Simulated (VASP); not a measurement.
A VASP calculation is set up with these files.

File KPOINTS:
```
kpoints
0
G
 16 16 16
0 0 0
```

### INCAR
```
# general
SYSTEM   =  Fe
PREC     =  Accurate
ENCUT    =  480
LREAL    =  .FALSE.   # projection in real space or not
LASPH    =  .TRUE.   # aspherical one-centre terms

# electronic loop
EDIFF    =  1E-7   # SCF stop (eV)
NELM     =  100
ALGO     =  Normal
LMAXMIX  =  4

# smearing
ISMEAR   =  1
SIGMA    =  0.1   # width (eV)

# functional
GGA      =  PE   # PBE

# spin
ISPIN    =  2   # spin-polarised
MAGMOM   =  2.2

# ions
IBRION   =  2
NSW      =  40   # most ionic steps
ISIF     =  3
EDIFFG   =  -0.01
PSTRESS  =  100

# output
LWAVE    =  .FALSE.
LCHARG   =  .FALSE.
LORBIT   =  10
```

File POSCAR:
```
Fe
1
   -1.4155321413     1.4155321413     1.4155321413
    1.4155321413    -1.4155321413     1.4155321413
    1.4155321413     1.4155321413    -1.4155321413
Fe
1
Direct
  0.0000000000   0.0000000000   0.0000000000
```

POTCAR, in this order: Fe (PBE.64 set). Program: vasp_std.

Problem. Write an equivalent input for Ansatz.

Solution. One equivalent input (not run):
Ansatz 0.2 input:
```yaml
crystal:
  lattice:
    - [-1.4155321, 1.4155321, 1.4155321]
    - [1.4155321, -1.4155321, 1.4155321]
    - [1.4155321, 1.4155321, -1.4155321]
  atoms:
    - { symbol: Fe, position: [0.0000000, 0.0000000, 0.0000000], spin: 2.2 }
kpoints:
  mp_grid: { grid: [16, 16, 16] }
hamiltonian:
  xc: pbe
  pseudopotentials: { kind: paw }
magnetization: { spin_polarized: true }
scf:
  occupations: { method: methfessel_paxton, width: 0.1 }
  max_iter: 100
relax:
  max_steps: 40
  f_tol: 0.01
  cell: { p_target: 10 }
output: { forces: true, stress: true, eigenvalues: true }
```
The two are equivalent in intent, not identical: each code has its own PAW files, so the cut-off isn't converted (ENCUT is set for VASP's; basis.ecutwfc is left out, and Ansatz then takes the one that its files recommend); Ansatz stops its SCF on the density residual and VASP on the energy change (EDIFF).

The compound is Fe in the bcc structure. This run relaxes it under an external pressure of 10 GPa. Symmetry was kept, so distortions that lower it aren't found.
